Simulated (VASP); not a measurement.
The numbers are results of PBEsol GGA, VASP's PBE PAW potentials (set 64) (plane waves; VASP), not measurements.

A VASP calculation is set up with these files.

### INCAR
```
SYSTEM = FeO
PREC = Accurate
ENCUT = 520
EDIFF = 1E-7
NELM = 100
ALGO = Normal
LREAL = .FALSE.
LASPH = .TRUE.
ISMEAR = -5
GGA = PS
LMAXMIX = 4
ISPIN = 2
MAGMOM = 3.6 0.3
LORBIT = 11
LWAVE = .FALSE.
LCHARG = .TRUE.
NEDOS = 601
ISIF = 2
```

File KPOINTS:
```
Automatic
0
Gamma
17 17 17
```

File POSCAR:
```
FeO
1
    0.0000000000     2.1243676231     2.1243676231
    2.1243676231    -0.0000000000     2.1243676231
    2.1243676231     2.1243676231    -0.0000000000
Fe O
1 1
Direct
  0.0000000000   0.0000000000   0.0000000000
  0.5000000000   0.5000000000   0.5000000000
```

POTCAR, in this order: Fe O (PBE.64 set). Program: vasp_std.

Output of the run:

**OSZICAR**
```
       N       E                     dE             d eps       ncg     rms          rms(c)
DAV:   1     0.748350641576E+02    0.74835E+02   -0.72007E+03  9060   0.126E+03
DAV:   2    -0.127000728775E+02   -0.87535E+02   -0.76158E+02  9029   0.253E+02
DAV:   3    -0.182514798153E+02   -0.55514E+01   -0.53675E+01  9850   0.734E+01
DAV:   4    -0.183123441851E+02   -0.60864E-01   -0.60779E-01  9425   0.749E+00
DAV:   5    -0.183129219470E+02   -0.57776E-03   -0.57769E-03  9805   0.778E-01    0.168E+01
DAV:   6    -0.164401702762E+02    0.18728E+01   -0.19340E+01 10474   0.766E+01    0.190E+01
DAV:   7    -0.158861134031E+02    0.55406E+00   -0.32406E+00 10548   0.434E+01    0.978E+00
DAV:   8    -0.158824495933E+02    0.36638E-02   -0.18162E-01  9886   0.544E+00    0.557E+00
DAV:   9    -0.158609570415E+02    0.21493E-01   -0.66736E-02 13664   0.495E+00    0.107E+00
DAV:  10    -0.158614737059E+02   -0.51666E-03   -0.16425E-02 12171   0.308E+00    0.218E-01
DAV:  11    -0.158617630817E+02   -0.28938E-03   -0.21033E-03 10331   0.554E-01    0.669E-02
DAV:  12    -0.158617774608E+02   -0.14379E-04   -0.53605E-05  9502   0.109E-01    0.438E-02
DAV:  13    -0.158617826458E+02   -0.51851E-05   -0.17565E-05 12468   0.771E-02    0.155E-02
DAV:  14    -0.158617841778E+02   -0.15320E-05   -0.21414E-06  9467   0.151E-02    0.485E-03
DAV:  15    -0.158617840962E+02    0.81574E-07   -0.17409E-07  6233   0.591E-03
   1 F= -.15861784E+02 E0= -.15861784E+02  d E =0.000000E+00  mag=     3.9999
```

### OUTCAR
```
------------------------ aborting loop because EDIFF is reached ----------------------------------------
  FORCE on cell =-STRESS in cart. coord.  units (eV):
  Direction    XX          YY          ZZ          XY          YZ          ZX
  --------------------------------------------------------------------------------------
  Total       -0.0070879     -0.0070879     -0.0070879      0.0000000     -0.0000000      0.0000000
  in kB       -0.5922528     -0.5922528     -0.5922528      0.0000000     -0.0000000      0.0000000
  external PRESSURE =      -0.5922528 kB  Pullay stress =       0.0000000 kB
  volume of cell :       19.17
      direct lattice vectors                 reciprocal lattice vectors
     0.000000000  2.124367623  2.124367623    -0.235364159  0.235364159  0.235364159
     2.124367623  0.000000000  2.124367623     0.235364159 -0.235364159  0.235364159
     2.124367623  2.124367623  0.000000000     0.235364159  0.235364159 -0.235364159
 POSITION                                       TOTAL-FORCE (eV/Angst)
 -----------------------------------------------------------------------------------
      0.00000      0.00000      0.00000         0.000000      0.000000      0.000000
      2.12437      2.12437      2.12437        -0.000000     -0.000000     -0.000000
 -----------------------------------------------------------------------------------
    total drift:                                0.000000     -0.000000      0.000000
  FREE ENERGIE OF THE ION-ELECTRON SYSTEM (eV)
  ---------------------------------------------------
  free  energy   TOTEN  =       -15.8617840962 eV

  energy  without entropy=      -15.8617840962  energy(sigma->0) =      -15.86178410

 total charge

# of ion       s       p       d       tot
------------------------------------------
    1        0.305   0.395   6.118   6.818
    2        1.551   3.439   0.000   4.990
--------------------------------------------------
tot          1.856   3.834   6.118  11.808

 magnetization (x)

# of ion       s       p       d       tot
------------------------------------------
    1        0.026   0.022   3.556   3.604
    2        0.032   0.281   0.000   0.313
--------------------------------------------------
tot          0.058   0.303   3.556   3.917
```
(Selected blocks of OUTCAR.)

The moments were started parallel, and other spin orders were not tried in this run. For a metal the tetrahedron method with Blöchl corrections gives inexact stress and forces.

The structure was generated: FeO was put into the rock salt type (Fm-3m), which need not be its known phase. It was relaxed first.
